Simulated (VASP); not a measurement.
Here is the system:

```
CELL_PARAMETERS angstrom
      1.33968     0.77347     4.68249
     -1.33968     0.77347     4.68249
      0.00000    -1.54693     4.68249
ATOMIC_POSITIONS crystal
  Si 0.00000 0.00000 0.00000
  O  0.26927 0.26927 0.26927
  O  0.73073 0.73073 0.73073
```

Computed with r2SCAN meta-GGA, VASP's PBE PAW potentials (set 64) (plane waves; VASP). Settings: 520 eV cut-off, 11×11×11 Γ-centred mesh, tetrahedra with Blöchl corrections, potentials Si O.

Q: Give the energies of bands 3 to 10 at the high-symmetry points, in eV from the valence-band maximum.

A: 
```json
[
 {"band": "3", "Γ": "-5.38", "T": "-4.51", "H2": "-8.21", "L": "-8.48", "S0": "-8.24", "F": "-8.60"},
 {"band": "4", "Γ": "-2.47", "T": "-2.45", "H2": "-6.33", "L": "-6.56", "S0": "-6.15", "F": "-6.72"},
 {"band": "5", "Γ": "-2.47", "T": "-2.45", "H2": "-5.85", "L": "-4.25", "S0": "-6.03", "F": "-4.28"},
 {"band": "6", "Γ": "-1.24", "T": "-1.51", "H2": "-4.21", "L": "-2.08", "S0": "-4.30", "F": "-1.92"},
 {"band": "7", "Γ": "-1.24", "T": "-1.27", "H2": "-1.06", "L": "-1.73", "S0": "-1.02", "F": "-1.67"},
 {"band": "8", "Γ": "-0.33", "T": "-1.27", "H2": "-0.87", "L": "-1.45", "S0": "-0.91", "F": "-0.95"},
 {"band": "9", "Γ": "7.22", "T": "8.21", "H2": "11.71", "L": "9.04", "S0": "11.75", "F": "8.76"},
 {"band": "10", "Γ": "9.29", "T": "9.34", "H2": "14.20", "L": "11.68", "S0": "14.54", "F": "11.01"}
]
```

The gap is indirect, 7.22 eV, from the valence maximum at Γ-S0 at 0.29 to the conduction minimum at Γ.

The structure was generated: SiO2 was put into the CdCl2 type (R-3m), which need not be its known phase. It was relaxed first, which changed the volume by +9 %.
